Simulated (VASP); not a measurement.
Computed with HSE06 screened hybrid, VASP's PBE PAW potentials (set 64) (plane waves; VASP).

VASP input:

POSCAR:
```
Al35CN35
1
    4.6932676572    -8.1289780179     0.0000000000
    4.6932676572     8.1289780179     0.0000000000
    0.0000000000     0.0000000000    10.0192026156
Al N C
35 35 1
Direct
  0.2235177978   0.1119351382   0.2486468695
  0.1107149210   0.2222867655   0.9996656321
  0.2220531135   0.1120824040   0.7478894498
  0.1127931369   0.2243724150   0.5002120224
  0.2227511209   0.4448072968   0.2496529628
  0.1113351797   0.5561078868   0.0007188751
  0.2217177671   0.4450643305   0.7510643758
  0.1117225085   0.5568989463   0.5002564404
  0.2225877816   0.7785715790   0.2495135446
  0.1110816771   0.8891277853   0.9997704068
  0.2227370144   0.7789659934   0.7500984510
  0.1128490287   0.8897619916   0.5004911282
  0.5549659206   0.1119029781   0.2486435164
  0.4444842435   0.2223757622   0.9923471448
  0.5565333965   0.1120268868   0.7478624598
  0.5531132779   0.4394832694   0.2463333070
  0.4449885754   0.5561480412   0.9982143634
  0.5568433656   0.4470541960   0.7443677956
  0.4383880647   0.5533865558   0.5030170042
  0.5548175518   0.7768298575   0.2504953571
  0.4446793967   0.8891051526   0.9997422712
  0.5559696550   0.7795378131   0.7501567008
  0.4434852224   0.8897588515   0.5004680783
  0.8893598842   0.1121392215   0.2510135200
  0.7781878777   0.2223555352   0.9996792507
  0.8890973940   0.1117113698   0.7491026734
  0.7781496469   0.2244730632   0.5002316716
  0.8886716591   0.4448011995   0.2496757038
  0.7778707357   0.5562460847   0.9981895357
  0.8899412943   0.4451174463   0.7510825108
  0.7817196990   0.5534903082   0.5030471567
  0.8886964344   0.7769443372   0.2504949281
  0.7780928186   0.8895073040   0.0008038172
  0.8901614870   0.7796066485   0.7501720193
  0.7773045329   0.8880884299   0.4987237735
  0.1977190016   0.0993327228   0.4337844308
  0.1109844966   0.2234729770   0.1897783718
  0.2192730502   0.1099646123   0.9409206174
  0.1110183871   0.2238899292   0.6914270582
  0.2190199194   0.4454462511   0.4410475825
  0.1114414831   0.5562197754   0.1912602654
  0.2218126112   0.4448157848   0.9416075695
  0.1116520696   0.5567075593   0.6918276042
  0.2223160066   0.7780345012   0.4413133753
  0.1104132844   0.8876265199   0.1897587454
  0.2222947929   0.7779094686   0.9409290153
  0.1114491281   0.8892837272   0.6914354434
  0.5681141061   0.0993061215   0.4337696009
  0.4429586717   0.2192874659   0.1841720234
  0.5572856755   0.1099411214   0.9409245307
  0.4451196132   0.2237295601   0.7150196610
  0.4440736063   0.5555147042   0.1888476041
  0.5572252089   0.4477922643   0.9396837920
  0.4426167302   0.5583510437   0.6941585589
  0.5540890469   0.7760359564   0.4416810011
  0.4438187441   0.8875657023   0.1897207912
  0.5564621304   0.7789290316   0.9412785352
  0.4443581187   0.8892317973   0.6914519179
  0.8890955794   0.1116304689   0.4419266256
  0.7790777554   0.2234667157   0.1897689005
  0.8887647376   0.1109853848   0.9406265724
  0.7793542190   0.2238805200   0.6914441825
  0.8929966308   0.4454988937   0.4410763644
  0.7781303351   0.5556086916   0.1888881469
  0.8896192320   0.4448252792   0.9416369317
  0.7823851800   0.5584450334   0.6941976689
  0.8885908739   0.7761854513   0.4416951646
  0.7779156855   0.8892354621   0.1923052733
  0.8891512320   0.7790152022   0.9412783660
  0.7779333187   0.8893961253   0.6908091070
  0.5554881568   0.4443893296   0.4429318823
```

**INCAR**
```
SYSTEM = Al35CN35
PREC = Normal
ENCUT = 400
EDIFF = 1E-5
NELM = 50
ALGO = Normal
LREAL = Auto
LASPH = .TRUE.
ISMEAR = 0
SIGMA = 0.05
GGA = PE
LWAVE = .FALSE.
LCHARG = .FALSE.
NELMIN = 4
ISYM = 0
NELECT = 285.0
ISPIN = 2
NUPDOWN = 3
MAGMOM = 71*0.0423
LORBIT = 10
HFSCREEN = 0.2
AEXX = 0.25
LHFCALC = .TRUE.
PRECFOCK = Fast
ISIF = 0
```

KPOINTS:
```
Automatic mesh
0
Gamma
1 1 1
0 0 0
```

POTCAR, in this order: Al N C (PBE.64 set). Program: vasp_gam. Read from the step before: WAVECAR.

Output of the run:

### OUTCAR
```
 ion  position               nearest neighbor table
   1  0.224  0.112  0.249-  36 1.87  49 1.90  37 1.91  45 1.92  10 3.08  16 3.08   2 3.08  12 3.10
                             4 3.11  13 3.11   9 3.12   5 3.13  14 3.13  24 3.14  32 3.14
   2  0.111  0.222  1.000-  38 1.89  61 1.90  42 1.90  37 1.90   7 3.08   1 3.08   5 3.09  26 3.09
                            24 3.10   3 3.10  25 3.12  33 3.12  10 3.13   6 3.13  14 3.13  17 3.14
   3  0.222  0.112  0.748-  51 1.84  47 1.90  39 1.90  38 1.93  14 3.04   4 3.07  12 3.07   2 3.10
                            10 3.11  34 3.12  26 3.12   7 3.13  11 3.13  15 3.14  18 3.14
   4  0.113  0.224  0.500-  36 1.84  40 1.89  59 1.91  39 1.92   3 3.07  19 3.07   5 3.08  26 3.09
                            24 3.09   7 3.09   1 3.11   8 3.13  12 3.14  27 3.14  35 3.15
   5  0.223  0.445  0.250-  37 1.90  52 1.90  41 1.90  40 1.92   6 3.08   4 3.08  19 3.08   2 3.09
                             8 3.10  17 3.10  20 3.12  24 3.13  16 3.13   1 3.13   9 3.13  28 3.14
   6  0.111  0.556  0.001-  65 1.90  42 1.90  46 1.90  41 1.91   9 3.08  30 3.08   7 3.08  28 3.08
                             5 3.08  11 3.10  10 3.13  21 3.13  25 3.13   2 3.13  29 3.13  17 3.13
   7  0.222  0.445  0.751-  54 1.88  39 1.89  43 1.90  42 1.91  19 3.05  17 3.07   2 3.08   6 3.08
                             4 3.09   8 3.09  30 3.11  26 3.13   3 3.13  11 3.13  18 3.14  22 3.14
   8  0.112  0.557  0.500-  63 1.87  40 1.87  44 1.89  43 1.92  31 3.08  19 3.08  11 3.09   9 3.09
                            30 3.09   7 3.09  28 3.10   5 3.10  12 3.12  23 3.12  27 3.13   4 3.13
   9  0.223  0.779  0.250-  45 1.90  56 1.90  41 1.90  44 1.92   6 3.08  10 3.09  21 3.09  23 3.09
                            12 3.09   8 3.09  13 3.12   1 3.12  32 3.13  20 3.13  28 3.13   5 3.13
  10  0.111  0.889  1.000-  38 1.89  69 1.90  46 1.90  45 1.90  34 3.08   1 3.08  11 3.08   9 3.09
                            32 3.09   3 3.11  29 3.13   6 3.13  33 3.13   2 3.13  14 3.13  21 3.13
  11  0.223  0.779  0.750-  47 1.89  58 1.89  43 1.90  46 1.91  12 3.08  23 3.08  10 3.08  21 3.08
                             8 3.09   6 3.10  34 3.12  22 3.13  30 3.13   7 3.13  15 3.13   3 3.13
  12  0.113  0.890  0.500-  36 1.84  44 1.89  47 1.91  67 1.92   3 3.07  11 3.08  34 3.09   9 3.09
                            32 3.10   1 3.10  23 3.10   8 3.12  31 3.13   4 3.14  35 3.14
  13  0.555  0.112  0.249-  48 1.87  49 1.90  60 1.91  56 1.92  21 3.08  16 3.08  25 3.08  23 3.10
                            27 3.11   1 3.11   9 3.12  28 3.13  14 3.13  24 3.14  20 3.14
  14  0.444  0.222  0.992-  38 1.90  50 1.90  53 1.91  49 1.92   3 3.04  15 3.04  18 3.08  16 3.10
                            10 3.13  21 3.13  17 3.13  29 3.13  25 3.13   2 3.13  13 3.13   1 3.13
  15  0.557  0.112  0.748-  51 1.84  58 1.90  62 1.90  50 1.93  14 3.04  27 3.07  23 3.07  25 3.10
                            21 3.11  22 3.12  26 3.12  30 3.13  11 3.13   3 3.14  18 3.14
  16  0.553  0.439  0.246-  49 1.90  64 1.92  52 1.92  71 1.97  13 3.08   1 3.08  17 3.09  29 3.09
                            14 3.10  28 3.13   5 3.13  20 3.16  32 3.16  19 3.17  31 3.17
  17  0.445  0.556  0.998-  53 1.89  57 1.90  42 1.90  52 1.91   7 3.07  22 3.08  16 3.09  20 3.10
                             5 3.10  18 3.11  29 3.12  21 3.13  33 3.13  14 3.13   6 3.13   2 3.14
  18  0.557  0.447  0.744-  51 1.84  54 1.90  66 1.90  53 1.96  19 3.03  31 3.03  14 3.08  17 3.11
                            29 3.11  22 3.13  34 3.13  30 3.14   7 3.14  15 3.14   3 3.14
  19  0.438  0.553  0.503-  40 1.89  55 1.91  54 1.92  71 1.93  18 3.03   7 3.05   4 3.07   8 3.08
                            22 3.08   5 3.08  20 3.11  23 3.13  35 3.16  16 3.17  31 3.22
  20  0.555  0.777  0.250-  52 1.90  56 1.90  68 1.90  55 1.92  35 3.08  33 3.09  21 3.10  23 3.10
...
```

OSZICAR:
```
       N       E                     dE             d eps       ncg     rms          rms(c)
DAV:   1    -0.602569226779E+03   -0.60257E+03   -0.18034E+01   864   0.856E+00    0.495E+01
DAV:   2    -0.602723819553E+03   -0.15459E+00   -0.62578E-01   800   0.186E+00    0.339E+01
DAV:   3    -0.602704495586E+03    0.19324E-01   -0.15291E-01   804   0.100E+00    0.210E+01
DAV:   4    -0.602697352773E+03    0.71428E-02   -0.33999E-02   816   0.427E-01    0.125E+01
DAV:   5    -0.602692971237E+03    0.43815E-02   -0.73646E-03   808   0.190E-01    0.731E+00
DAV:   6    -0.602691927488E+03    0.10437E-02   -0.47942E-03   812   0.140E-01    0.424E+00
DAV:   7    -0.602691808788E+03    0.11870E-03   -0.11268E-03   812   0.637E-02    0.247E+00
DAV:   8    -0.602691794699E+03    0.14089E-04   -0.53508E-04   824   0.351E-02    0.142E+00
DAV:   9    -0.602691799599E+03   -0.49001E-05   -0.26743E-04   852   0.280E-02    0.818E-01
DAV:  10    -0.602691778571E+03    0.21028E-04   -0.15466E-04   796   0.298E-02    0.466E-01
DAV:  11    -0.602691775493E+03    0.30782E-05   -0.79085E-05   776   0.195E-02
   1 F= -.60269178E+03 E0= -.60269178E+03  d E =-.829133E-13  mag=     3.0000
```

File OUTCAR:
```
------------------------ aborting loop because EDIFF is reached ----------------------------------------
  volume of cell :      764.49
      direct lattice vectors                 reciprocal lattice vectors
     4.693267657 -8.128978018  0.000000000     0.106535582 -0.061508347  0.000000000
     4.693267657  8.128978018  0.000000000     0.106535582  0.061508347  0.000000000
     0.000000000  0.000000000 10.019202616     0.000000000  0.000000000  0.099808342
  FREE ENERGIE OF THE ION-ELECTRON SYSTEM (eV)
  ---------------------------------------------------
  free  energy   TOTEN  =      -602.6917754932 eV

  energy  without entropy=     -602.6917754932  energy(sigma->0) =     -602.69177549

  exchange ACFDT corr.  =         0.00000000  see jH, gK, PRB 81, 115126

 total charge

# of ion       s       p       d       tot
------------------------------------------
    1        0.413   0.450   0.000   0.863
    2        0.415   0.453   0.000   0.868
    3        0.414   0.458   0.000   0.872
    4        0.418   0.460   0.000   0.878
    5        0.412   0.448   0.000   0.860
    6        0.414   0.451   0.000   0.865
    7        0.415   0.455   0.000   0.870
    8        0.419   0.461   0.000   0.880
    9        0.413   0.450   0.000   0.863
   10        0.415   0.454   0.000   0.868
   11        0.414   0.452   0.000   0.865
   12        0.420   0.461   0.000   0.880
   13        0.413   0.450   0.000   0.863
   14        0.409   0.445   0.000   0.853
   15        0.414   0.458   0.000   0.872
   16        0.422   0.449   0.000   0.871
   17        0.415   0.452   0.000   0.867
   18        0.409   0.450   0.000   0.858
   19        0.432   0.463   0.000   0.896
   20        0.412   0.446   0.000   0.857
   21        0.415   0.454   0.000   0.868
   22        0.415   0.454   0.000   0.868
   23        0.420   0.461   0.000   0.880
   24        0.412   0.446   0.000   0.859
   25        0.415   0.453   0.000   0.868
   26        0.414   0.451   0.000   0.865
   27        0.418   0.460   0.000   0.878
   28        0.412   0.448   0.000   0.860
   29        0.415   0.452   0.000   0.867
   30        0.415   0.455   0.000   0.870
   31        0.432   0.463   0.000   0.896
   32        0.412   0.446   0.000   0.857
   33        0.413   0.449   0.000   0.862
   34        0.415   0.454   0.000   0.868
   35        0.411   0.443   0.000   0.853
   36        1.261   2.481   0.000   3.742
   37        1.229   2.598   0.000   3.827
   38        1.231   2.597   0.000   3.828
   39        1.229   2.601   0.000   3.830
   40        1.231   2.609   0.000   3.840
   41        1.229   2.600   0.000   3.828
   42        1.229   2.601   0.000   3.830
   43        1.229   2.600   0.000   3.829
   44        1.230   2.601   0.000   3.831
   45        1.229   2.598   0.000   3.827
   46        1.229   2.599   0.000   3.828
   47        1.229   2.603   0.000   3.832
   48        1.261   2.481   0.000   3.742
   49        1.230   2.596   0.000   3.826
   50        1.231   2.597   0.000   3.828
   51        1.259   2.499   0.000   3.757
   52        1.230   2.592   0.000   3.822
   53        1.230   2.592   0.000   3.822
   54        1.231   2.605   0.000   3.837
   55        1.234   2.578   0.000   3.812
   56        1.229   2.598   0.000   3.827
   57        1.229   2.601   0.000   3.830
   58        1.229   2.603   0.000   3.832
   59        1.234   2.581   0.000   3.816
   60        1.229   2.598   0.000   3.827
   61        1.229   2.599   0.000   3.828
   62        1.229   2.602   0.000   3.831
   63        1.231   2.610   0.000   3.840
   64        1.230   2.592   0.000   3.822
   65        1.229   2.601   0.000   3.831
   66        1.231   2.605   0.000   3.837
   67        1.234   2.578   0.000   3.812
   68        1.228   2.594   0.000   3.822
   69        1.229   2.602   0.000   3.831
   70        1.228   2.596   0.000   3.825
   71        0.880   1.514   0.000   2.394
--------------------------------------------------
tot         58.559 107.955   0.000 166.515

 magnetization (x)

# of ion       s       p       d       tot
------------------------------------------
    1       -0.002  -0.002   0.000  -0.004
    2       -0.000   0.000   0.000   0.000
    3       -0.002  -0.003   0.000  -0.005
    4       -0.003  -0.003   0.000  -0.006
    5       -0.000   0.000   0.000  -0.000
    6        0.000   0.000   0.000   0.000
    7       -0.000  -0.000   0.000  -0.000
    8       -0.000  -0.000   0.000  -0.001
    9       -0.000  -0.000   0.000  -0.000
   10       -0.000   0.000   0.000   0.000
   11       -0.000  -0.000   0.000  -0.000
   12       -0.003  -0.003   0.000  -0.006
   13       -0.002  -0.002   0.000  -0.004
   14       -0.001  -0.002   0.000  -0.002
...
```
(Selected blocks of OUTCAR.)

The cell is charged, with a uniform compensating background. The supercell is sampled at Γ alone, which is coarse: total energies, pressure and levels can be off, energies of defects by several tenths of an eV.

The cell is a supercell with a defect, built from AlN (wurtzite): C_N-vac_Al, charge -1. The cell's shape comes from a PBE relaxation.
